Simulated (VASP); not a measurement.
Here is the system:

```
CELL_PARAMETERS angstrom
      5.00312     0.00000     0.00000
      0.00000     5.00312     0.00000
      0.00000     0.00000     3.35475
ATOMIC_POSITIONS crystal
  Mn 0.00000 0.00000 0.00000
  Mn 0.50000 0.50000 0.50000
  F  0.30423 0.30423 0.00000
  F  0.80423 0.19577 0.50000
  F  0.19577 0.80423 0.50000
  F  0.69577 0.69577 0.00000
```
Starting moments (μB, in the order of the record's atoms Mn Mn F F F F): 4.6 -4.6 0.0 0.0 0.0 0.0.

These are revPBE GGA, VASP's PBE PAW potentials (set 64) (plane waves; VASP) values and carry that method's errors. Numerical set-up: 520 eV cut-off, 5×5×7 Γ-centred mesh, tetrahedra with Blöchl corrections, potentials Mn_pv F.

Question: The job: MnF₂ (rutile), 6 atoms, revPBE, static run, 520 eV, 5×5×7 Γ-centred mesh. Roughly how much core time does it take on a busy server core?

Answer: About 90 core-seconds (one run on a shared machine, a rough figure). It had 24 irreducible k-points, 32 bands, up to 2276 plane waves and 17 electronic steps.

The compound is MnF2 in the rutile structure. It was relaxed first, which changed the volume by +7 %. The spin order is the one that the start imposed; others were not tried in this run.
